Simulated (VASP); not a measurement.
The input files of a VASP run:

### POSCAR
```
Mg
1
    1.5955127804    -2.7635096455     0.0000000000
    1.5955127804     2.7635096455     0.0000000000
    0.0000000000     0.0000000000     5.0915719809
Mg
2
Direct
  0.3333330000   0.6666670000   0.2500000000
  0.6666670000   0.3333330000   0.7500000000
```

**INCAR**
```
! general
SYSTEM = Mg
PREC   = Accurate
ENCUT  = 400
LREAL  = .FALSE.
LASPH  = .TRUE.

! electronic loop
EDIFF  = 1E-6
NELM   = 100   ! most electronic steps
ALGO   = Normal

! smearing
ISMEAR = 1
SIGMA  = 0.1   ! width (eV)

! functional
GGA    = PS

! ions
IBRION = 2   ! conjugate gradients
NSW    = 60   ! most ionic steps
ISIF   = 3
EDIFFG = -0.01   ! ionic stop

! output
LWAVE  = .FALSE.
LCHARG = .FALSE.
```

File KPOINTS:
```
Automatic mesh
0
Gamma
12 12 7
0 0 0
```

POTCAR, in this order: Mg (PBE.64 set). Program: vasp_std.

Q: Translate this PBEsol calculation to Quantum ESPRESSO's pw.x.

A: One equivalent input (not run):
```
&CONTROL
  calculation = 'vc-relax'
  pseudo_dir = './pseudo'
  outdir = './out'
  tprnfor = .true.
  tstress = .true.
  nstep = 60
  forc_conv_thr = 0.00039
/
&SYSTEM
  ibrav = 0
  nat = 2
  ntyp = 1
  ecutwfc = 84
  occupations = 'smearing'
  smearing = 'methfessel-paxton'
  degauss = 0.00735
  input_dft = 'pbesol'
/
&ELECTRONS
  conv_thr = 7.3e-08
  electron_maxstep = 100
/
&IONS
/
&CELL
/
ATOMIC_SPECIES
  Mg 24.305 Mg.upf
CELL_PARAMETERS angstrom
     1.5955128   -2.7635096    0.0000000
     1.5955128    2.7635096    0.0000000
     0.0000000    0.0000000    5.0915720
ATOMIC_POSITIONS crystal
  Mg   0.3333330  0.6666670  0.2500000
  Mg   0.6666670  0.3333330  0.7500000
K_POINTS automatic
  12 12 7 0 0 0
```
What does not carry over: the potentials are each code's own (VASP's PAW set, PseudoDojo norm-conserving files in pw.x), so ENCUT and ecutwfc are chosen apart and not converted; conv_thr bounds pw.x's estimated SCF error, while EDIFF bounds the energy change between steps; forc_conv_thr acts on force components and is met together with etot_conv_thr.

The compound is Mg in the hcp structure. It was relaxed first. The start is the result of an earlier pass.
